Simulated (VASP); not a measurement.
The system is Mn2C.

```
CELL_PARAMETERS angstrom
4.89017 0.00000 0.00000
0.00000 4.89017 0.00000
0.00000 0.00000 2.98401
ATOMIC_POSITIONS crystal
Mn 0.29554 0.29554 0.00000
Mn 0.70446 0.70446 0.00000
Mn 0.79554 0.20446 0.50000
Mn 0.20446 0.79554 0.50000
C 0.00000 0.00000 0.00000
C 0.50000 0.50000 0.50000
```

The cell was built by a generator and needn't be a form met in nature.

```yaml
Program: VASP 6.6.1
Task: relaxation of cell and atoms
Functional: PBE
Potentials_or_basis: VASP PAW PBE potentials, release 64 (Mn_pv, C)
Cutoff: 520 eV
k_mesh: 4 × 4 × 6
Occupations: gaussian, width 0.15 eV
Spin: collinear spin, ferromagnetic start
Starting_moments: "[4.0, 4.0, 4.0, 4.0, 0.0, 0.0] μB"
```

At the start: pressure -21.6 GPa; volume 11.89 Å³/atom.

Where does the relaxation end?

Over 5 steps the energy falls by 132.3 meV/atom and the volume is 10.31 Å³/atom (-13.3 %); space group P4_2/mnm (No. 136, to 0.05 Å); moment 8.77 μB per cell.

Step by step:
| step | energy change (eV) | largest force (eV/Å) | pressure (GPa) | volume (Å³) |
| --- | --- | --- | --- | --- |
| 1 | 0.0000 | 0.5686 | -21.62 | 71.36 |
| 2 | -0.3619 | 0.4586 | 25.81 | 56.03 |
| 3 | -0.7730 | 0.1973 | 0.51 | 61.77 |
| 4 | -0.7922 | 0.0186 | -0.86 | 61.84 |
| 5 | -0.7938 | 0.0771 | -0.04 | 61.88 |

Final structure:
```yaml
crystal:
  lattice:
    - [4.60920, 0.00000, 0.00000]
    - [0.00000, 4.60920, 0.00000]
    - [0.00000, 0.00000, 2.91254]
  atoms:
    - { symbol: Mn, position: [0.29990, 0.29990, 0.00000] }
    - { symbol: Mn, position: [0.70010, 0.70010, 0.00000] }
    - { symbol: Mn, position: [0.79990, 0.20010, 0.50000] }
    - { symbol: Mn, position: [0.20010, 0.79990, 0.50000] }
    - { symbol: C, position: [0.00000, 0.00000, 0.00000] }
    - { symbol: C, position: [0.50000, 0.50000, 0.50000] }
```
